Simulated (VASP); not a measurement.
An input for Ansatz (written as the equivalent of a VASP run, and not itself run):

Ansatz 0.2 input:
```yaml
crystal:
  lattice:
    - [6.9927516, 0.0000003, 0.0000000]
    - [-3.4963770, 6.0559017, 0.0000000]
    - [0.0000000, 0.0000000, 16.9437208]
  atoms:
    - { symbol: Cr, position: [0.0000000, 0.0000000, 0.5000002], spin: 3 }
    - { symbol: Cr, position: [0.3333330, 0.6666670, 0.4999998], spin: 3 }
    - { symbol: I, position: [0.6666678, 0.6920158, 0.4079384], spin: -0.1 }
    - { symbol: I, position: [0.3079842, 0.9746510, 0.4079384], spin: -0.1 }
    - { symbol: I, position: [0.0253490, 0.3333322, 0.4079384], spin: -0.1 }
    - { symbol: I, position: [0.6666662, 0.9746502, 0.5920616], spin: -0.1 }
    - { symbol: I, position: [0.0253498, 0.6920150, 0.5920616], spin: -0.1 }
    - { symbol: I, position: [0.3079850, 0.3333338, 0.5920616], spin: -0.1 }
kpoints:
  mp_grid: { grid: [4, 4, 1] }
hamiltonian:
  xc: pbe
  pseudopotentials: { kind: paw }
magnetization: { spin_polarized: true }
scf:
  occupations: { method: gaussian, width: 0.05 }
  max_iter: 100
output: { forces: true, stress: true, eigenvalues: true }
```

### Question
Write the VASP files for the same calculation (PBE).

### Answer
One answer among several that fit: 
**INCAR**
```
SYSTEM = CrI3
PREC = Accurate; ENCUT = 400; LREAL = .FALSE.
LASPH = .TRUE.
EDIFF = 1E-6; NELM = 100; ALGO = Normal
LMAXMIX = 4
ISMEAR = 0; SIGMA = 0.05
GGA = PE
MAGMOM = 3.0 3.0 -0.1 -0.1 -0.1 -0.1 -0.1 -0.1
ISPIN = 2
LWAVE = .FALSE.; LCHARG = .TRUE.; LORBIT = 10
```

### POSCAR
```
CrI3
6.9927520
  0.9999999438   0.0000000480   0.0000000000
 -0.5000001404   0.8660255287   0.0000000000
  0.0000000000   0.0000000000   2.4230404233
Cr I
2 6
Cart
  0.0000000000   0.0000000000   1.2115207992
 -0.0000006124   0.5773506572   1.2115196240
  0.3206597527   0.5993033674   0.9884513495
 -0.1793414365   0.8440726583   0.9884513495
 -0.1413171532   0.2886742139   0.9884513495
  0.1793409383   0.8440720006   1.4345890738
 -0.3206578163   0.5993026617   1.4345890738
  0.1413180408   0.2886755773   1.4345890738
```

File KPOINTS:
```
Automatic mesh
0
Gamma
4 4 1
0 0 0
```

POTCAR, in this order: Cr_pv I (PBE.64 set). Program: vasp_std.

Limits of the translation: each code has its own PAW files, so the cut-off isn't converted (ENCUT is set for VASP's; basis.ecutwfc is left out, and Ansatz then takes the one that its files recommend); Ansatz stops its SCF on the density residual and VASP on the energy change (EDIFF).

The cell is a sheet with vacuum, built from a generated structure.
